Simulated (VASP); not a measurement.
Method: AM05 GGA, VASP's PBE PAW potentials (set 64) (plane waves; VASP).

A VASP calculation is set up with these files.

### POSCAR
```
Ni
1.0
  0.0000000000   1.7286614852   1.7286614852
  1.7286614852   0.0000000000   1.7286614852
  1.7286614852   1.7286614852   0.0000000000
Ni
1
Cart
  0.0000000000   0.0000000000   0.0000000000
```

**INCAR**
```
SYSTEM = Ni
PREC = Accurate
ENCUT = 520
EDIFF = 1E-7
NELM = 100
ALGO = Normal
LREAL = .FALSE.
LASPH = .TRUE.
ISMEAR = 1
SIGMA = 0.1
GGA = AM
LMAXMIX = 4
ISPIN = 2
MAGMOM = 0.6
LORBIT = 10
LWAVE = .FALSE.
LCHARG = .FALSE.
ISIF = 2
```

File KPOINTS:
```
Automatic mesh
0
G
18 18 18
```

POTCAR, in this order: Ni (PBE.64 set). Program: vasp_std.

Output

**OSZICAR**
```
       N       E                     dE             d eps       ncg     rms          rms(c)
DAV:   1     0.226325239930E+02    0.22633E+02   -0.48558E+03  7172   0.144E+03
DAV:   2    -0.666234762442E+01   -0.29295E+02   -0.28364E+02  7092   0.168E+02
DAV:   3    -0.706354263290E+01   -0.40120E+00   -0.40062E+00  8148   0.263E+01
DAV:   4    -0.706720593630E+01   -0.36633E-02   -0.36628E-02  7940   0.220E+00
DAV:   5    -0.706729707655E+01   -0.91140E-04   -0.91139E-04  8124   0.300E-01    0.110E+01
DAV:   6    -0.622700429503E+01    0.84029E+00   -0.17767E+01  7371   0.697E+01    0.574E+00
DAV:   7    -0.591766532698E+01    0.30934E+00   -0.26910E+00  7409   0.256E+01    0.207E+00
DAV:   8    -0.589877970052E+01    0.18886E-01   -0.24791E-02 10139   0.185E+00    0.970E-01
DAV:   9    -0.589629293902E+01    0.24868E-02   -0.15295E-03 10379   0.372E-01    0.273E-01
DAV:  10    -0.589567186504E+01    0.62107E-03   -0.54713E-04  9795   0.186E-01    0.310E-02
DAV:  11    -0.589566614425E+01    0.57208E-05   -0.17298E-05  8838   0.506E-02    0.315E-02
DAV:  12    -0.589566801475E+01   -0.18705E-05   -0.21864E-06  9375   0.162E-02    0.598E-03
DAV:  13    -0.589566837250E+01   -0.35775E-06   -0.29856E-07  5155   0.608E-03    0.223E-03
DAV:  14    -0.589566828905E+01    0.83451E-07   -0.15732E-08  3658   0.165E-03
   1 F= -.58956683E+01 E0= -.58957169E+01  d E =0.145930E-03  mag=     0.6112
```

File OUTCAR:
```
------------------------ aborting loop because EDIFF is reached ----------------------------------------
  FORCE on cell =-STRESS in cart. coord.  units (eV):
  Direction    XX          YY          ZZ          XY          YZ          ZX
  --------------------------------------------------------------------------------------
  Total        0.0061190      0.0061190      0.0061190      0.0000000      0.0000000     -0.0000000
  in kB        0.9489190      0.9489190      0.9489190      0.0000000      0.0000000     -0.0000000
  external PRESSURE =       0.9489190 kB  Pullay stress =       0.0000000 kB
  volume of cell :       10.33
      direct lattice vectors                 reciprocal lattice vectors
     0.000000000  1.728661485  1.728661485    -0.289241129  0.289241129  0.289241129
     1.728661485  0.000000000  1.728661485     0.289241129 -0.289241129  0.289241129
     1.728661485  1.728661485  0.000000000     0.289241129  0.289241129 -0.289241129
 POSITION                                       TOTAL-FORCE (eV/Angst)
 -----------------------------------------------------------------------------------
      0.00000      0.00000      0.00000        -0.000000      0.000000      0.000000
 -----------------------------------------------------------------------------------
    total drift:                                0.000000     -0.000000      0.000000
  FREE ENERGIE OF THE ION-ELECTRON SYSTEM (eV)
  ---------------------------------------------------
  free  energy   TOTEN  =        -5.8956682890 eV

  energy  without entropy=       -5.8958142191  energy(sigma->0) =       -5.89571693

 total charge

# of ion       s       p       d       tot
------------------------------------------
    1        0.521   0.550   8.335   9.406

 magnetization (x)

# of ion       s       p       d       tot
------------------------------------------
    1       -0.007  -0.023   0.644   0.615
```
(Selected blocks of OUTCAR.)

The compound is Ni in the fcc structure. It was relaxed first, which changed the volume by -5 %.
